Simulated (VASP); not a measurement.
Data:

```xyz
3
Lattice="1.4980 -2.5946 0.0000 1.4980 2.5946 0.0000 0.0000 0.0000 3.1633" Properties=species:S:1:pos:R:3 pbc="T T T"
Ti     0.0000     0.0000     0.0000
B      1.4980     0.8649     1.5816
B      1.4980    -0.8649     1.5816
```

Level of theory: LDA (Ceperley-Alder, Perdew-Zunger), VASP's LDA PAW potentials (set 64) (plane waves; VASP). Settings: 620 eV cut-off, 12×12×10 Γ-centred mesh, first-order Methfessel-Paxton smearing of 0.10 eV, potentials Ti_sv B.

Task: What does the run give for the energy per atom (σ→0), band gap (on the k-mesh) with the smallest direct gap where there is one?

Result: 
```yaml
band gap (on the k-mesh): none (metal, semimetal or under 0.01 eV)
energy per atom (σ→0): -8.974 eV/atom
```

The absolute energy has meaning only against runs of the same code, potentials and settings.

The compound is TiB2 in the AlB2 type structure. It was relaxed first.
